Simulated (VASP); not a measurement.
Given:

```
InSb
1.0
    0.00000     3.28316     3.28316
    3.28316     0.00000     3.28316
    3.28316     3.28316     0.00000
In Sb
1 1
Direct
  0.00000   0.00000   0.00000
  0.25000   0.25000   0.25000
```

Method: HSE06 screened hybrid, VASP's PBE PAW potentials (set 64) (plane waves; VASP). Numerical set-up: 520 eV cut-off, 6×6×6 Γ-centred mesh, Gaussian smearing of 0.050 eV, potentials In_d Sb.

Unless said otherwise, spin-orbit coupling is left out, though it shifts the bands of the heavy elements here.

Problem. What does the run give for the energy per atom (σ→0), band gap (on the k-mesh) with the smallest direct gap where there is one?

Solution. 
```
Quantity                                      Value
-----------------------------------  --------------
band gap (on the k-mesh)                    0.27 eV
smallest direct gap (on the k-mesh)         0.27 eV
energy per atom (σ→0)                -4.239 eV/atom
```

The absolute energy has meaning only against runs of the same code, potentials and settings.

The compound is InSb in the zinc blende structure. This cell is one point of a volume scan, at 0.97 of the reference volume. The cell's shape comes from a PBE relaxation.
